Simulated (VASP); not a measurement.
Given:

```yaml
crystal:
  lattice:
    - [0.00000, 2.23257, 2.23257]
    - [2.23257, 0.00000, 2.23257]
    - [2.23257, 2.23257, 0.00000]
  atoms:
    - { symbol: Pt, position: [0.00000, 0.00000, 0.00000] }
    - { symbol: C, position: [0.50000, 0.50000, 0.50000] }
```

The numbers are results of PBE GGA, VASP's PBE PAW potentials (set 64) (plane waves; VASP 6.6.1), not measurements. Settings: 520 eV cut-off, Gaussian smearing of 0.050 eV, potentials Pt C.

Problem. Give the energies of bands 2 to 10 at the high-symmetry points, in eV from the Fermi level.

Solution. 
| band | Γ | X | U | L | W |
|---|---|---|---|---|---|
| 2 | -4.18 | -5.84 | -6.59 | -8.89 | -6.16 |
| 3 | -4.18 | -5.27 | -5.70 | -6.53 | -5.88 |
| 4 | -4.18 | -2.57 | -5.16 | -6.53 | -5.88 |
| 5 | -3.50 | -1.94 | -2.61 | -2.23 | -1.64 |
| 6 | -3.50 | -1.94 | -2.00 | -2.23 | -1.08 |
| 7 | -0.16 | -1.64 | -0.67 | -0.75 | -1.08 |
| 8 | -0.16 | -1.64 | 0.79 | 5.46 | 0.20 |
| 9 | -0.16 | 1.13 | 1.95 | 5.46 | 0.67 |
| 10 | 6.02 | 4.58 | 7.32 | 6.05 | 9.02 |

It has no gap at this level: it comes out as a metal or semimetal.

The structure was generated: PtC was put into the rock salt type (Fm-3m), which need not be its known phase. It was relaxed first, which changed the volume by -7 %.
